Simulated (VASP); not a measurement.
Computed with revPBE GGA, VASP's PBE PAW potentials (set 64) (plane waves; VASP 6.6.1).

Input for VASP

File POSCAR:
```
La2O3
1.0
  1.9570099089  -3.3896405022   0.0000000000
  1.9570099089   3.3896405022   0.0000000000
  0.0000000000   0.0000000000   6.1887884297
La O
2 3
direct
  0.3333330000   0.6666670000   0.2481565164
  0.6666670000   0.3333330000   0.7518434836
  0.0000000000   0.0000000000   0.0000000000
  0.3333330000   0.6666670000   0.6455070144
  0.6666670000   0.3333330000   0.3544929856
```

### KPOINTS
```
Automatic mesh
0
Gamma
7 7 4
0 0 0
```

INCAR:
```
SYSTEM = La2O3
PREC = Accurate
ENCUT = 520
EDIFF = 1E-7
NELM = 100
ALGO = Normal
LREAL = .FALSE.
LASPH = .TRUE.
ISMEAR = 0
SIGMA = 0.05
GGA = RE
LMAXMIX = 6
LWAVE = .FALSE.
LCHARG = .FALSE.
ISIF = 4
IBRION = 2
NSW = 30
EDIFFG = -0.01
```

POTCAR, in this order: La O (PBE.64 set). Program: vasp_std.

What VASP printed:

### OUTCAR
```
 ion  position               nearest neighbor table
   1  0.333  0.667  0.248-   5 2.35   5 2.35   5 2.35   4 2.46   3 2.73   3 2.73   3 2.73
   2  0.667  0.333  0.752-   4 2.35   4 2.35   4 2.35   5 2.46   3 2.73   3 2.73   3 2.73
   3  0.000  0.000  0.000-   1 2.73   2 2.73   2 2.73   1 2.73   2 2.73   1 2.73
   4  0.333  0.667  0.646-   2 2.35   2 2.35   2 2.35   1 2.46
   5  0.667  0.333  0.354-   1 2.35   1 2.35   1 2.35   2 2.46
  LATTYP: Found a hexagonal cell.
 ALAT       =     3.9140197391
 C/A-ratio  =     1.5811847774
 Subroutine PRICEL returns:
 Original cell was already a primitive cell.
 Subroutine GETGRP returns: Found 12 space group operations
The static configuration has the point symmetry D_3d.
The dynamic configuration has the point symmetry D_3d.
 Subroutine INISYM returns: Found 12 space group operations
 Subroutine IBZKPT returns following result:
 Found     28 irreducible k-points:

 Following reciprocal coordinates:
            Coordinates               Weight
  0.000000  0.000000  0.000000      1.000000
  0.142857  0.000000  0.000000      6.000000
  0.285714 -0.000000  0.000000      6.000000
  0.428571  0.000000  0.000000      6.000000
  0.142857  0.142857  0.000000      6.000000
  0.285714  0.142857  0.000000     12.000000
  0.428571  0.142857  0.000000      6.000000
  0.285714  0.285714  0.000000      6.000000
  0.000000  0.000000  0.250000      2.000000
  0.142857  0.000000  0.250000      6.000000
  0.000000  0.142857  0.250000      6.000000
  0.285714 -0.000000  0.250000      6.000000
 -0.000000  0.285714  0.250000      6.000000
  0.428571  0.000000  0.250000      6.000000
  0.000000  0.428571  0.250000      6.000000
  0.142857  0.142857  0.250000     12.000000
  0.285714  0.142857  0.250000     12.000000
 -0.142857  0.428571  0.250000     12.000000
  0.428571  0.142857  0.250000     12.000000
  0.285714  0.285714  0.250000     12.000000
...
```

**OSZICAR**
```
       N       E                     dE             d eps       ncg     rms          rms(c)
DAV:   1     0.477441450383E+03    0.47744E+03   -0.15811E+04  1344   0.254E+03
DAV:   2     0.921573006425E+02   -0.38528E+03   -0.37979E+03  1984   0.408E+02
DAV:   3    -0.263947622683E+02   -0.11855E+03   -0.11732E+03  2496   0.215E+02
DAV:   4    -0.446583032103E+02   -0.18264E+02   -0.18256E+02  2384   0.915E+01
DAV:   5    -0.457055259224E+02   -0.10472E+01   -0.10468E+01  2504   0.268E+01    0.150E+01
DAV:   6    -0.400705764664E+02    0.56349E+01   -0.50764E+01  2088   0.437E+01    0.758E+00
DAV:   7    -0.400660954961E+02    0.44810E-02   -0.54350E+00  2552   0.249E+01    0.361E+00
DAV:   8    -0.401007156227E+02   -0.34620E-01   -0.49951E-01  2384   0.653E+00    0.148E+00
DAV:   9    -0.401166635440E+02   -0.15948E-01   -0.77904E-02  2336   0.265E+00    0.439E-01
DAV:  10    -0.401205022903E+02   -0.38387E-02   -0.54504E-02  2280   0.159E+00    0.242E-01
DAV:  11    -0.401214782461E+02   -0.97596E-03   -0.17052E-02  2280   0.100E+00    0.123E-01
DAV:  12    -0.401220562274E+02   -0.57798E-03   -0.25164E-03  2080   0.414E-01    0.764E-02
DAV:  13    -0.401221117099E+02   -0.55482E-04   -0.14189E-03  2272   0.253E-01    0.173E-02
DAV:  14    -0.401221512513E+02   -0.39541E-04   -0.24416E-04  2312   0.123E-01    0.219E-02
DAV:  15    -0.401221429774E+02    0.82739E-05   -0.67410E-05  2400   0.652E-02    0.636E-03
DAV:  16    -0.401221434721E+02   -0.49474E-06   -0.56777E-06  2152   0.196E-02    0.465E-03
DAV:  17    -0.401221432290E+02    0.24310E-06   -0.41523E-06  2352   0.143E-02    0.152E-03
DAV:  18    -0.401221432376E+02   -0.85852E-08   -0.49139E-07  1952   0.610E-03
   1 F= -.40122143E+02 E0= -.40122143E+02  d E =-.401221E+02
       N       E                     dE             d eps       ncg     rms          rms(c)
DAV:   1    -0.401254171515E+02   -0.32739E-02   -0.84349E-01  2232   0.108E+01    0.376E-01
DAV:   2    -0.401266154195E+02   -0.11983E-02   -0.45454E-02  2240   0.168E+00    0.231E-01
DAV:   3    -0.401258257165E+02    0.78970E-03   -0.42893E-03  2600   0.716E-01    0.112E-01
DAV:   4    -0.401256786185E+02    0.14710E-03   -0.94031E-04  2656   0.339E-01    0.462E-02
DAV:   5    -0.401256859153E+02   -0.72969E-05   -0.43403E-04  2504   0.146E-01    0.238E-02
DAV:   6    -0.401256834061E+02    0.25092E-05   -0.71303E-05  2296   0.714E-02    0.116E-02
DAV:   7    -0.401256877630E+02   -0.43569E-05   -0.18693E-05  2424   0.348E-02    0.609E-03
DAV:   8    -0.401256872507E+02    0.51238E-06   -0.40498E-06  2272   0.154E-02    0.177E-03
DAV:   9    -0.401256872749E+02   -0.24207E-07   -0.71708E-07  1952   0.734E-03
   2 F= -.40125687E+02 E0= -.40125687E+02  d E =-.354404E-02
       N       E                     dE             d eps       ncg     rms          rms(c)
DAV:   1    -0.401257325498E+02   -0.45299E-04   -0.14671E-02  2256   0.144E+00    0.496E-02
DAV:   2    -0.401257508082E+02   -0.18258E-04   -0.77322E-04  2248   0.219E-01    0.302E-02
DAV:   3    -0.401257372105E+02    0.13598E-04   -0.73863E-05  2592   0.933E-02    0.145E-02
DAV:   4    -0.401257347531E+02    0.24574E-05   -0.15604E-05  2664   0.437E-02    0.606E-03
DAV:   5    -0.401257349386E+02   -0.18552E-06   -0.76642E-06  2496   0.194E-02    0.324E-03
DAV:   6    -0.401257349033E+02    0.35366E-07   -0.14700E-06  2104   0.995E-03    0.148E-03
DAV:   7    -0.401257350315E+02   -0.12826E-06   -0.19232E-07  1320   0.478E-03    0.478E-04
DAV:   8    -0.401257350285E+02    0.30482E-08   -0.55351E-08  1072   0.583E-03
   3 F= -.40125735E+02 E0= -.40125735E+02  d E =-.359179E-02
       N       E                     dE             d eps       ncg     rms          rms(c)
DAV:   1    -0.401267605666E+02   -0.10255E-02   -0.12245E-01  2016   0.564E+00    0.192E-01
DAV:   2    -0.401265960144E+02    0.16455E-03   -0.71924E-03  2400   0.901E-01    0.115E-01
DAV:   3    -0.401262535388E+02    0.34248E-03   -0.12567E-03  2648   0.438E-01    0.228E-02
DAV:   4    -0.401262556240E+02   -0.20851E-05   -0.66951E-05  2120   0.717E-02    0.140E-02
DAV:   5    -0.401262574005E+02   -0.17765E-05   -0.66074E-06  2600   0.234E-02    0.403E-03
DAV:   6    -0.401262578271E+02   -0.42656E-06   -0.99264E-07  2088   0.791E-03    0.151E-03
DAV:   7    -0.401262578679E+02   -0.40839E-07   -0.11471E-07  1328   0.397E-03
   4 F= -.40126258E+02 E0= -.40126258E+02  d E =-.522839E-03
       N       E                     dE             d eps       ncg     rms          rms(c)
DAV:   1    -0.401268962844E+02   -0.63846E-03   -0.11428E-01  2024   0.545E+00    0.186E-01
DAV:   2    -0.401267418207E+02    0.15446E-03   -0.67229E-03  2400   0.868E-01    0.111E-01
DAV:   3    -0.401264206764E+02    0.32114E-03   -0.11708E-03  2640   0.422E-01    0.221E-02
DAV:   4    -0.401264226004E+02   -0.19240E-05   -0.62924E-05  2144   0.690E-02    0.136E-02
DAV:   5    -0.401264242715E+02   -0.16711E-05   -0.61056E-06  2600   0.224E-02    0.393E-03
DAV:   6    -0.401264246808E+02   -0.40929E-06   -0.83296E-07  2024   0.741E-03    0.138E-03
DAV:   7    -0.401264247253E+02   -0.44468E-07   -0.10176E-07  1328   0.398E-03
   5 F= -.40126425E+02 E0= -.40126425E+02  d E =-.689697E-03
       N       E                     dE             d eps       ncg     rms          rms(c)
DAV:   1    -0.401263403282E+02    0.84353E-04   -0.31270E-02  1736   0.126E+00    0.277E-02
DAV:   2    -0.401265028034E+02   -0.16248E-03   -0.16554E-03  2040   0.478E-01    0.182E-02
DAV:   3    -0.401265003319E+02    0.24715E-05   -0.52786E-05  2352   0.750E-02    0.137E-02
DAV:   4    -0.401264958761E+02    0.44558E-05   -0.64492E-05  2056   0.661E-02    0.720E-03
DAV:   5    -0.401264957725E+02    0.10360E-06   -0.11495E-05  2200   0.343E-02    0.648E-03
DAV:   6    -0.401264953870E+02    0.38551E-06   -0.32818E-06  2424   0.127E-02    0.266E-03
DAV:   7    -0.401264953383E+02    0.48730E-07   -0.50867E-07  1680   0.619E-03
   6 F= -.40126495E+02 E0= -.40126495E+02  d E =-.706130E-04
       N       E                     dE             d eps       ncg     rms          rms(c)
DAV:   1    -0.401263358601E+02    0.15953E-03   -0.38068E-02  1736   0.139E+00    0.303E-02
DAV:   2    -0.401265342706E+02   -0.19841E-03   -0.20191E-03  2040   0.527E-01    0.204E-02
DAV:   3    -0.401265311925E+02    0.30781E-05   -0.64334E-05  2384   0.830E-02    0.154E-02
DAV:   4    -0.401265256589E+02    0.55337E-05   -0.81618E-05  2064   0.742E-02    0.809E-03
DAV:   5    -0.401265254215E+02    0.23737E-06   -0.14514E-05  2216   0.379E-02    0.697E-03
DAV:   6    -0.401265249331E+02    0.48839E-06   -0.58534E-06  2400   0.165E-02    0.194E-03
DAV:   7    -0.401265249676E+02   -0.34539E-07   -0.31272E-07  1536   0.601E-03
   7 F= -.40126525E+02 E0= -.40126525E+02  d E =-.100242E-03
```

**OUTCAR**
```
------------------------ aborting loop because EDIFF is reached ----------------------------------------
  FORCE on cell =-STRESS in cart. coord.  units (eV):
  Direction    XX          YY          ZZ          XY          YZ          ZX
  --------------------------------------------------------------------------------------
  Total        1.7371204      1.7371203      1.7413532     -0.0000000     -0.0000000     -0.0000000
  in kB       33.8967622     33.8967599     33.9793573     -0.0000000     -0.0000000     -0.0000000
  external PRESSURE =      33.9242932 kB  Pullay stress =       0.0000000 kB
  volume of cell :       82.11
      direct lattice vectors                 reciprocal lattice vectors
     1.965054244 -3.403573676 -0.000000000     0.254445902 -0.146904415 -0.000000000
     1.965054244  3.403573676 -0.000000000     0.254445902  0.146904415  0.000000000
    -0.000000000 -0.000000000  6.138222145     0.000000000  0.000000000  0.162913622
 POSITION                                       TOTAL-FORCE (eV/Angst)
 -----------------------------------------------------------------------------------
      1.96505      1.13453      1.51145        -0.000000     -0.000000      0.004174
      1.96505     -1.13453      4.62677         0.000000     -0.000000     -0.004174
      0.00000      0.00000     -0.00000         0.000000     -0.000000     -0.000000
      1.96505      1.13453      3.96567         0.000000     -0.000000      0.002916
      1.96505     -1.13453      2.17256        -0.000000      0.000000     -0.002916
 -----------------------------------------------------------------------------------
    total drift:                                0.000000     -0.000000      0.000000
  FREE ENERGIE OF THE ION-ELECTRON SYSTEM (eV)
  ---------------------------------------------------
  free  energy   TOTEN  =       -40.1265249676 eV

  energy  without entropy=      -40.1265249676  energy(sigma->0) =      -40.12652497

 reached required accuracy - stopping structural energy minimisation
```
(Selected blocks of OUTCAR.)

### CONTCAR
```
La2O3
   1.00000000000000
     1.9650542439698624   -3.4035736763705304   -0.0000000000000000
     1.9650542439698624    3.4035736763705304   -0.0000000000000000
    -0.0000000000000000   -0.0000000000000000    6.1382221449495571
  La              O
     2     3
Direct
     0.3333330000000032    0.6666669999999968    0.2462357536980602
     0.6666669999999968    0.3333330000000032    0.7537642463019398
     0.0000000000000000    0.0000000000000000    0.0000000000000000
     0.3333330000000032    0.6666669999999968    0.6460610908479048
     0.6666669999999968    0.3333330000000032    0.3539389091520953
```

The compound is La2O3 in the a-type structure. This cell is one point of a volume scan, at 0.97 of the reference volume. Symmetry was kept, so distortions that lower it aren't found.
